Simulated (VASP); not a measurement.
VASP input:

INCAR:
```
SYSTEM = Y3B
PREC = Accurate
ENCUT = 400
EDIFF = 1E-6
NELM = 100
ALGO = Normal
LREAL = .FALSE.
LASPH = .TRUE.
ISMEAR = -1
SIGMA = 0.136
GGA = PE
LMAXMIX = 4
LWAVE = .FALSE.
LCHARG = .FALSE.
ISIF = 2
```

**POSCAR**
```
Y3B
4.0715710
  0.0000000000   1.0000000000   1.0000000000
  1.0000000000   0.0000000000   1.0000000000
  1.0000000000   1.0000000000   0.0000000000
B Y
1 3
Direct
  0.0000000000   0.0000000000   0.0000000000
  0.5000000000   0.5000000000   0.5000000000
  0.2500000000   0.2500000000   0.2500000000
  0.7500000000   0.7500000000   0.7500000000
```

### KPOINTS
```
Automatic mesh
0
Gamma
  6 6 6
0 0 0
```

POTCAR, in this order: B Y_sv (PBE.64 set). Program: vasp_std.

Task: Translate this PBE calculation to Ansatz.

Result: One equivalent input (not run):
Ansatz 0.2 input:
```yaml
crystal:
  lattice:
    - [0.0000000, 4.0715710, 4.0715710]
    - [4.0715710, 0.0000000, 4.0715710]
    - [4.0715710, 4.0715710, 0.0000000]
  atoms:
    - { symbol: B, position: [0.0000000, 0.0000000, 0.0000000] }
    - { symbol: Y, position: [0.5000000, 0.5000000, 0.5000000] }
    - { symbol: Y, position: [0.2500000, 0.2500000, 0.2500000] }
    - { symbol: Y, position: [0.7500000, 0.7500000, 0.7500000] }
kpoints:
  mp_grid: { grid: [6, 6, 6] }
hamiltonian:
  xc: pbe
  pseudopotentials: { kind: paw }
scf:
  occupations: { method: fermi_dirac, width: 0.136 }
  max_iter: 100
output: { forces: true, stress: true, eigenvalues: true }
```
Limits of the translation: each code has its own PAW files, so the cut-off isn't converted (ENCUT is set for VASP's; basis.ecutwfc is left out, and Ansatz then takes the one that its files recommend); Ansatz stops its SCF on the density residual and VASP on the energy change (EDIFF).

The structure was generated: Y3B was put into an ordered model structure, which need not be its known phase. The cell was not relaxed at this level, and its volume differs by -5.9 % from the start's.
